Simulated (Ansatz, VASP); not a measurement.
**Si5F in VASP and in Ansatz**

```
CELL_PARAMETERS angstrom
2.99783 0.00000 0.00000
-1.49891 2.59620 0.00000
0.00000 0.00000 15.00080
ATOMIC_POSITIONS crystal
Si 0.66667 0.33333 0.16976
Si 0.00000 0.00000 0.33337
Si 0.66667 0.33333 0.50000
Si 0.00000 0.00000 0.66663
Si 0.66667 0.33333 0.83024
F 0.00000 0.00000 0.00000
```

Change from the starting cell: species swapped into the Li5Mg type (P-6m2, No. 187).

Alike in both runs: task single point; functional PBE; k mesh 6 × 6 × 1; occupations gaussian, width 0.1 eV; no spin polarisation.

|  | VASP | Ansatz |
| --- | --- | --- |
| version | VASP 6.6.1 | Ansatz 0.2.0 |
| potentials or method | VASP PAW PBE potentials, release 64 (Si, F) | scalar-relativistic, plane waves, PAW |
| plane-wave cutoff (eV) | 520 | 420 |
| valence electrons in the cell | 27 | 27 |

Ansatz gave:

```
gap on the k mesh at the Fermi level (eV)       : none
pressure (GPa)                                  : -13.2
largest component of the traceless stress (GPa) : 4.57
rms of the force components (eV/Å)              : 0.305
```

**Question.** Estimate VASP's values.

**Answer.** gap on the k mesh at the Fermi level (eV): none; pressure (GPa): -13.3; largest component of the traceless stress (GPa): 4.55; rms of the force components (eV/Å): 0.305.

Atom by atom the forces differ by 0.000 eV/Å (rms over components). A gap of «none» marks a metal or a gap that the smearing closes. With one functional, cell and mesh, what is left measures potentials, basis and numerics.

Caveats: the k mesh is coarse (spacing up to 0.42 Å⁻¹), so the values aren't converged; an odd number of electrons without spin polarisation forces a metal; a magnetic or distorted state may lie lower.
